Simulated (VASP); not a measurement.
Consider the following.

```
CELL_PARAMETERS angstrom
      1.70430    -2.95194     0.00000
      1.70430     2.95194     0.00000
      0.00000     0.00000    13.16585
ATOMIC_POSITIONS crystal
  Te 0.33333 0.66667 0.88738
  Te 0.66667 0.33333 0.38738
  Te 0.66667 0.33333 0.11262
  Te 0.33333 0.66667 0.61262
  Mo 0.33333 0.66667 0.25000
  Mo 0.66667 0.33333 0.75000
```

All values below come from LDA (Ceperley-Alder, Perdew-Zunger), VASP's LDA PAW potentials (set 64) (plane waves; VASP). Numerical set-up: 500 eV cut-off, 8×8×2 Γ-centred mesh, Gaussian smearing of 0.050 eV, potentials Te Mo_sv.

Energy and stress use the plane-wave basis of the starting cell.

Question: The ions, cell shape and volume at an external pressure of 10.0 GPa are relaxed. Give the cell that the relaxation ends in.

Answer: 
```
CELL_PARAMETERS angstrom
      1.67682    -2.90433     0.00000
      1.67682     2.90433     0.00000
      0.00000     0.00000    12.92349
ATOMIC_POSITIONS crystal
  Te 0.33333 0.66667 0.89057
  Te 0.66667 0.33333 0.39057
  Te 0.66667 0.33333 0.10943
  Te 0.33333 0.66667 0.60943
  Mo 0.33333 0.66667 0.25000
  Mo 0.66667 0.33333 0.75000
```
Space group P6_3/mmc (194), at a tolerance of 0.03 Å.

Question: How do energy and volume change from the first to the last step?

Answer: The energy (σ→0) changes by +51.1 meV/atom and the volume by -5.0 %, in 9 ionic steps.

The compound is MoTe2 in the 2H layered structure. This run relaxes it under an external pressure of 10 GPa. Symmetry was kept, so distortions that lower it aren't found.
